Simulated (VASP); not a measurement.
An input for Quantum ESPRESSO's pw.x (written as the equivalent of a VASP run, and not itself run):

```
&CONTROL
  calculation = 'scf'
  pseudo_dir = './pseudo'
  outdir = './out'
  tprnfor = .true.
  tstress = .true.
/
&SYSTEM
  ibrav = 0
  nat = 2
  ntyp = 2
  ecutwfc = 82
  occupations = 'smearing'
  smearing = 'gaussian'
  degauss = 0.003675
  input_dft = 'revpbe'
/
&ELECTRONS
  conv_thr = 7.3e-09
  electron_maxstep = 100
/
ATOMIC_SPECIES
  Ag 107.868 Ag.upf
  Br 79.904 Br.upf
CELL_PARAMETERS angstrom
     0.0000000    2.9138966    2.9138966
     2.9138966    0.0000000    2.9138966
     2.9138966    2.9138966    0.0000000
ATOMIC_POSITIONS crystal
  Ag   0.0000000  0.0000000  0.0000000
  Br   0.5000000  0.5000000  0.5000000
K_POINTS automatic
  8 8 8 0 0 0
```

Question: Write the VASP files for the same calculation (revPBE).

Answer: Several could match; the one computed here: 
### KPOINTS
```
Automatic
0
Gamma
  8 8 8
```

### INCAR
```
LWAVE = .False.
LCHARG = .False.
ENCUT = 520   # plane-wave cut-off (eV)
PREC = Accurate
ISIF = 2   # forces and stress, cell fixed
LMAXMIX = 4
LREAL = .False.   # projection in real space or not
GGA = RE   # revPBE
EDIFF = 1E-7
SIGMA = 0.05
ALGO = Normal   # blocked Davidson
LASPH = .True.   # aspherical one-centre terms
ISMEAR = 0
NELM = 100   # most electronic steps
SYSTEM = AgBr
```

**POSCAR**
```
AgBr
1
    0.0000000000     2.9138966461     2.9138966461
    2.9138966461     0.0000000000     2.9138966461
    2.9138966461     2.9138966461     0.0000000000
Ag Br
1 1
Direct
  0.0000000000   0.0000000000   0.0000000000
  0.5000000000   0.5000000000   0.5000000000
```

POTCAR, in this order: Ag Br (PBE.64 set). Program: vasp_std.

Limits of the translation: the potentials are each code's own (VASP's PAW set, PseudoDojo norm-conserving files in pw.x), so ENCUT and ecutwfc are chosen apart and not converted; conv_thr bounds pw.x's estimated SCF error, while EDIFF bounds the energy change between steps.

The compound is AgBr in the rock salt structure. This cell is one point of a volume scan, at 0.94 of the reference volume.
